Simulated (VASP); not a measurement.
Data:

```
CELL_PARAMETERS angstrom
     10.05189    -2.17691    -0.01599
     10.05189     2.17691    -0.01599
      9.58640     0.00000     3.72568
ATOMIC_POSITIONS crystal
  Bi 0.40009 0.40009 0.40009
  Bi 0.59991 0.59991 0.59991
  Te 0.00000 0.00000 0.00000
  Te 0.20897 0.20897 0.20897
  Te 0.79103 0.79103 0.79103
```

Level of theory: LDA (Ceperley-Alder, Perdew-Zunger), VASP's LDA PAW potentials (set 64) (plane waves; VASP). Numerical set-up: 520 eV cut-off, 7×7×7 Γ-centred mesh, tetrahedra with Blöchl corrections, potentials Bi_d Te.

Unless said otherwise, spin-orbit coupling is left out, though it shifts the bands of the heavy elements here.

Estimate the energy per atom (σ→0), band gap (on the k-mesh) with the smallest direct gap where there is one.

```json
{
 "band gap (on the k-mesh)": "0.15 eV",
 "smallest direct gap (on the k-mesh)": "0.15 eV",
 "energy per atom (σ→0)": "-4.321 eV/atom"
}
```

The absolute energy has meaning only against runs of the same code, potentials and settings.

The compound is Bi2Te3 in the tetradymite structure. It was relaxed first.
